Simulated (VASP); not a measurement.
An input for Ansatz (written as the equivalent of a VASP run, and not itself run):

Ansatz 0.2 input:
```yaml
crystal:
  lattice:
    - [0.0000000, 2.0177178, 2.0177178]
    - [2.0177178, 0.0000000, 2.0177178]
    - [2.0177178, 2.0177178, 0.0000000]
  atoms:
    - { symbol: Al, position: [0.0000000, 0.0000000, 0.0000000] }
kpoints:
  mp_grid: { grid: [15, 15, 15] }
hamiltonian:
  xc: pbe
  pseudopotentials: { kind: paw }
scf:
  occupations: { method: methfessel_paxton, width: 0.1 }
  max_iter: 100
relax:
  max_steps: 40
  f_tol: 0.02
  cell: {}
output: { forces: true, stress: true, eigenvalues: true }
```

Translate this input to VASP (INCAR, KPOINTS, POSCAR, choice of POTCAR).

This is not unique; one that fits is 
**KPOINTS**
```
Automatic mesh
0
Gamma
15 15 15
0 0 0
```

File POSCAR:
```
Al
1
    0.0000000000     2.0177177771     2.0177177771
    2.0177177771    -0.0000000000     2.0177177771
    2.0177177771     2.0177177771     0.0000000000
Al
1
Direct
  0.0000000000   0.0000000000   0.0000000000
```

**INCAR**
```
EDIFFG = -0.02   ! ionic stop
PREC = Accurate
NSW = 40
ISIF = 3
GGA = PE   ! PBE
ALGO = Normal
EDIFF = 1E-6   ! SCF stop (eV)
LASPH = .TRUE.   ! aspherical one-centre terms
NELM = 100
SIGMA = 0.1
LCHARG = .FALSE.
ENCUT = 500   ! plane-wave cut-off (eV)
ISMEAR = 1   ! Methfessel-Paxton
SYSTEM = Al
LWAVE = .FALSE.
LREAL = .FALSE.   ! projection in real space or not
IBRION = 2   ! conjugate gradients
```

POTCAR, in this order: Al (PBE.64 set). Program: vasp_std.

Limits of the translation: each code has its own PAW files, so the cut-off isn't converted (ENCUT is set for VASP's; basis.ecutwfc is left out, and Ansatz then takes the one that its files recommend); Ansatz stops its SCF on the density residual and VASP on the energy change (EDIFF).

The compound is Al in the fcc structure. It was relaxed first.
